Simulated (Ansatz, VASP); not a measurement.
## PIr: VASP beside Ansatz

```
Ir P
1.0
     0.00000    2.46480    2.46480
     2.46480    0.00000    2.46480
     2.46480    2.46480    0.00000
Ir P
1 1
Direct
  0.00000 0.00000 0.00000
  0.50000 0.50000 0.50000
```

Alike in both runs: task electric field gradients; functional PBE; k mesh 13 × 13 × 13; occupations fermi-dirac, width 0.05 eV; no spin polarisation.

```csv
,VASP,Ansatz
version,VASP 6.6.1,Ansatz 0.2.0
potentials or method,"VASP PAW PBE potentials, release 64 (Ir, P), cutoff 520 eV","all-electron PAW with datasets made for the crystal, scalar-relativistic"
```

VASP gave:

| Property | Result |
| --- | --- |
| pressure (GPa) | 0.4 |
| Vzz of the field gradient on the site that differs most (V/Å²) | 0.0 |

Problem. What did Ansatz give for the same quantities?

Solution. Pressure (GPa): 0.0; Vzz of the field gradient on the site that differs most (V/Å²): 0.0.

Ansatz ran all-electron here, so the differences hold the error of VASP's frozen core and of both bases. Ansatz warned: «gradients_without_spin_orbit».

Spin-orbit coupling is left out, which matters for the levels of Ir.
